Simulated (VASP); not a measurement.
```yaml
crystal:
  lattice:
    - [5.07764, 0.00000, 0.00000]
    - [0.00000, 5.84061, 0.00000]
    - [0.00000, 0.00000, 2.84935]
  atoms:
    - { symbol: P, position: [0.33745, 0.87194, 0.50000] }
    - { symbol: P, position: [0.66255, 0.12806, 0.50000] }
    - { symbol: P, position: [0.83745, 0.62806, 0.00000] }
    - { symbol: P, position: [0.16255, 0.37194, 0.00000] }
    - { symbol: Ru, position: [0.50000, 0.50000, 0.50000] }
    - { symbol: Ru, position: [0.00000, 0.00000, 0.00000] }
```

Level of theory: LDA (Ceperley-Alder, Perdew-Zunger), VASP's LDA PAW potentials (set 64) (plane waves; VASP). Numerical set-up: 400 eV cut-off, 5×5×9 Γ-centred mesh, tetrahedra with Blöchl corrections, potentials P Ru_pv.

The cores are frozen, which limits the accuracy of field gradients.

Problem. Give the principal components of the electric field gradient (V/Å²) and the asymmetry η at each nucleus.

Solution. 
| atom | Vxx | Vyy | Vzz | η |
|---|---|---|---|---|
| P1 | 67.5 | 10.9 | -78.4 | 0.72 |
| P2 | 67.5 | 10.9 | -78.4 | 0.72 |
| P3 | 67.5 | 10.9 | -78.4 | 0.72 |
| P4 | 67.5 | 10.9 | -78.4 | 0.72 |
| Ru5 | -141.4 | -15.8 | 157.2 | 0.80 |
| Ru6 | -141.4 | -15.8 | 157.2 | 0.80 |

The structure comes from a computed database's P2Ru entry (Pnnm); how it stands against other phases isn't given here. It was relaxed first.
